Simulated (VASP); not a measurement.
A convergence study with VASP on Er (hcp): one setting is varied, all else stays as given below, so the limit is that of these other settings. Each run relaxes cell and ions from the cell shown. The basis is that of the starting cell, so low cut-offs carry a Pulay error.

```yaml
crystal:
  lattice:
    - [1.78000, -3.08305, 0.00000]
    - [1.78000, 3.08305, 0.00000]
    - [0.00000, 0.00000, 5.59000]
  atoms:
    - { symbol: Er, position: [0.33333, 0.66667, 0.25000] }
    - { symbol: Er, position: [0.66667, 0.33333, 0.75000] }
```

Level of theory: PBE GGA, VASP's PBE PAW potentials (set 64) (plane waves; VASP 6.6.1). The tightest run used: 700 eV cut-off, 10×10×6 Γ-centred mesh, first-order Methfessel-Paxton smearing of 0.10 eV, potentials Er_3.

The 4f electrons are frozen in the core of the lanthanide potential, so 4f levels, which can set the real gap, and their magnetism are missing.

Task: The settings run are ENCUT = 150; ENCUT = 200; ENCUT = 250; ENCUT = 300; ENCUT = 350; ENCUT = 400; ENCUT = 450; ENCUT = 500; ENCUT = 550; ENCUT = 600; ENCUT = 650; ENCUT = 700. From which on does the relaxed volume stay within 0.1 Å³/atom of the tightest run?

Result: From ENCUT = 250 on: it is off by 0.033 there and by no more than 0.1 in any finer run, while ENCUT = 200 is off by 0.206.
```json
[
 {"setting": "ENCUT = 150", "relaxed volume (Å³/atom)": "30.325", "E (eV/atom)": "-4.4628", "plane waves": "275", "difference judged (Å³/atom)": "0.470"},
 {"setting": "ENCUT = 200", "relaxed volume (Å³/atom)": "30.589", "E (eV/atom)": "-4.4916", "plane waves": "408", "difference judged (Å³/atom)": "0.206"},
 {"setting": "ENCUT = 250", "relaxed volume (Å³/atom)": "30.762", "E (eV/atom)": "-4.4994", "plane waves": "568", "difference judged (Å³/atom)": "0.033"},
 {"setting": "ENCUT = 300", "relaxed volume (Å³/atom)": "30.773", "E (eV/atom)": "-4.5010", "plane waves": "740", "difference judged (Å³/atom)": "0.021"},
 {"setting": "ENCUT = 350", "relaxed volume (Å³/atom)": "30.783", "E (eV/atom)": "-4.5015", "plane waves": "935", "difference judged (Å³/atom)": "0.012"},
 {"setting": "ENCUT = 400", "relaxed volume (Å³/atom)": "30.788", "E (eV/atom)": "-4.5018", "plane waves": "1140", "difference judged (Å³/atom)": "0.006"},
 {"setting": "ENCUT = 450", "relaxed volume (Å³/atom)": "30.790", "E (eV/atom)": "-4.5019", "plane waves": "1345", "difference judged (Å³/atom)": "0.005"},
 {"setting": "ENCUT = 500", "relaxed volume (Å³/atom)": "30.792", "E (eV/atom)": "-4.5020", "plane waves": "1586", "difference judged (Å³/atom)": "0.003"},
 {"setting": "ENCUT = 550", "relaxed volume (Å³/atom)": "30.794", "E (eV/atom)": "-4.5020", "plane waves": "1822", "difference judged (Å³/atom)": "0.001"},
 {"setting": "ENCUT = 600", "relaxed volume (Å³/atom)": "30.800", "E (eV/atom)": "-4.5021", "plane waves": "2071", "difference judged (Å³/atom)": "0.006"},
 {"setting": "ENCUT = 650", "relaxed volume (Å³/atom)": "30.802", "E (eV/atom)": "-4.5020", "plane waves": "2376", "difference judged (Å³/atom)": "0.007"},
 {"setting": "ENCUT = 700", "relaxed volume (Å³/atom)": "30.795", "E (eV/atom)": "-4.5020", "plane waves": "2623", "difference judged (Å³/atom)": "0.000"}
]
```

Left out are rungs that failed or repeat a setting and relaxations that didn't move; long series are thinned to 24 rows.

The compound is Er in the hcp structure.
